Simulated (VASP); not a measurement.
Consider the following.

```
CELL_PARAMETERS angstrom
      3.80864     0.00000     0.00000
      0.00000     3.80864     0.00000
      0.00000     0.00000     4.72885
ATOMIC_POSITIONS crystal
  Sn 0.50000 0.00000 0.75600
  Sn 0.00000 0.50000 0.24400
  O  0.50000 0.50000 0.00000
  O  0.00000 0.00000 0.00000
```

These are PBEsol GGA, VASP's PBE PAW potentials (set 64) (plane waves; VASP) values and carry that method's errors. Settings: 520 eV cut-off, 5×5×4 Γ-centred mesh, Gaussian smearing of 0.050 eV, potentials Sn_d O.

Without a dispersion term in the relaxation, distances and binding between the weakly bound layers, chains or molecules are unreliable, and so is what depends on them.

What does the run give for the energy per atom (σ→0)?

```
Property                        Value
---------------------  --------------
energy per atom (σ→0)  -6.053 eV/atom
```

Total energies compare only between runs with the same potentials, cut-off and functional.

The compound is SnO in the litharge structure. It was relaxed first. The start is the result of an earlier pass.
